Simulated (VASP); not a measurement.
An input for Quantum ESPRESSO's pw.x (written as the equivalent of a VASP run, and not itself run):

```
&CONTROL
  calculation = 'vc-relax'
  pseudo_dir = './pseudo'
  outdir = './out'
  tprnfor = .true.
  tstress = .true.
  nstep = 40
  forc_conv_thr = 0.00078
/
&SYSTEM
  ibrav = 0
  nat = 4
  ntyp = 2
  ecutwfc = 98
  occupations = 'smearing'
  smearing = 'methfessel-paxton'
  degauss = 0.00735
  input_dft = 'pbe'
/
&ELECTRONS
  conv_thr = 7.3e-08
  electron_maxstep = 100
/
&IONS
/
&CELL
  press = 100
/
ATOMIC_SPECIES
  Si 28.085 Si.upf
  Ni 58.693 Ni.upf
CELL_PARAMETERS angstrom
     3.4803244    0.0000000    0.0000000
     0.0000000    3.4803244    0.0000000
     0.0000000    0.0000000    3.4803244
ATOMIC_POSITIONS crystal
  Si   0.0000000  0.0000000  0.0000000
  Ni   0.0000000  0.5000000  0.5000000
  Ni   0.5000000  0.0000000  0.5000000
  Ni   0.5000000  0.5000000  0.0000000
K_POINTS automatic
  9 9 9 0 0 0
```

Task: Write the VASP files for the same calculation (PBE).

Result: This is not unique; one that fits is 
**POSCAR**
```
Ni3Si
1.0
  3.4803243991   0.0000000000   0.0000000000
  0.0000000000   3.4803243991   0.0000000000
  0.0000000000   0.0000000000   3.4803243991
Si Ni
1 3
direct
  0.0000000000   0.0000000000   0.0000000000
  0.0000000000   0.5000000000   0.5000000000
  0.5000000000   0.0000000000   0.5000000000
  0.5000000000   0.5000000000   0.0000000000
```

INCAR:
```
! general
SYSTEM  = Ni3Si
PREC    = Accurate
ENCUT   = 500
LREAL   = F
LASPH   = T

! electronic loop
EDIFF   = 1E-6   ! SCF stop (eV)
NELM    = 100
ALGO    = Normal
LMAXMIX = 4

! smearing
ISMEAR  = 1
SIGMA   = 0.1   ! width (eV)

! functional
GGA     = PE   ! PBE

! ions
IBRION  = 2   ! conjugate gradients
NSW     = 40   ! most ionic steps
ISIF    = 3   ! ions, shape and volume
EDIFFG  = -0.02
PSTRESS = 100   ! kbar

! output
LWAVE   = F
LCHARG  = F
```

### KPOINTS
```
Automatic mesh
0
Gamma
9 9 9
0 0 0
```

POTCAR, in this order: Si Ni (PBE.64 set). Program: vasp_std.

Limits of the translation: the potentials are each code's own (VASP's PAW set, PseudoDojo norm-conserving files in pw.x), so ENCUT and ecutwfc are chosen apart and not converted; conv_thr bounds pw.x's estimated SCF error, while EDIFF bounds the energy change between steps; forc_conv_thr acts on force components and is met together with etot_conv_thr.

The compound is Ni3Si in the L1_2 structure. This run relaxes it under an external pressure of 10 GPa. Symmetry was kept, so distortions that lower it aren't found.
